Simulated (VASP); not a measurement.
BaS (relaxed from the CsCl type structure, space group Pm-3m): computed properties

Calculation: PBEsol GGA, VASP's PBE PAW potentials (set 64) (plane waves; VASP).

```json
{
 "space_group": "Pm-3m (221)",
 "cell": "a = b = c = 3.799 Å, α = β = γ = 90.00°",
 "volume_per_atom": "27.42 Å^3/atom",
 "band gap (over mesh and band path)": "1.27 eV",
 "smallest direct gap (over mesh and band path)": "1.37 eV",
 "band_edge_character": "indirect, M to Γ",
 "density": "5.13 g/cm³"
}
```

```
CELL_PARAMETERS angstrom
      3.79920     0.00000     0.00000
      0.00000     3.79920     0.00000
      0.00000     0.00000     3.79920
ATOMIC_POSITIONS crystal
  Ba 0.00000 0.00000 0.00000
  S  0.50000 0.50000 0.50000
```

Unless said otherwise, spin-orbit coupling is left out, though it shifts the bands of the heavy elements here.

The structure was generated: BaS was put into the CsCl type type (Pm-3m), which need not be its known phase. It was relaxed first, which changed the volume by -24 %. Symmetry was kept, so distortions that lower it aren't found.
